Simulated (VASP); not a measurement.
Data:

```
Re
1.0
    1.36363    -2.36187     0.00000
    1.36363     2.36187     0.00000
    0.00000     0.00000     4.41906
Re
2
Direct
  0.33333   0.66667   0.25000
  0.66667   0.33333   0.75000
```

Calculation: PBE GGA, VASP's PBE PAW potentials (set 64) (plane waves; VASP 6.6.1). Settings: 500 eV cut-off, 15×15×8 Γ-centred mesh, first-order Methfessel-Paxton smearing of 0.10 eV, potentials Re.

Energy and stress use the plane-wave basis of the starting cell.

Q: The ions, cell shape and volume at an external pressure of 30.0 GPa are relaxed. Predict the relaxed structure.

A: 
```
Re
1.0
    1.35424    -2.34561     0.00000
    1.35424     2.34561     0.00000
    0.00000     0.00000     4.38884
Re
2
Direct
  0.33333   0.66667   0.25000
  0.66667   0.33333   0.75000
```
Space group P6_3/mmc (194), at a tolerance of 0.03 Å.

Q: How do energy and volume change from the first to the last step?

A: The energy (σ→0) changes by +45.2 meV/atom and the volume by -2.0 %, in 4 ionic steps.

```tsv
step	E(σ→0) (eV)	max force (eV/Å)	pressure (GPa)	volume (Å³)
1	-24.7694	0.000	19.93	28.47
2	-23.5391	0.000	100.31	24.94
3	-24.6844	0.000	29.41	27.91
4	-24.6790	0.000	29.91	27.88
```

The compound is Re in the hcp structure. This run relaxes it under an external pressure of 30 GPa. Symmetry was kept, so distortions that lower it aren't found.
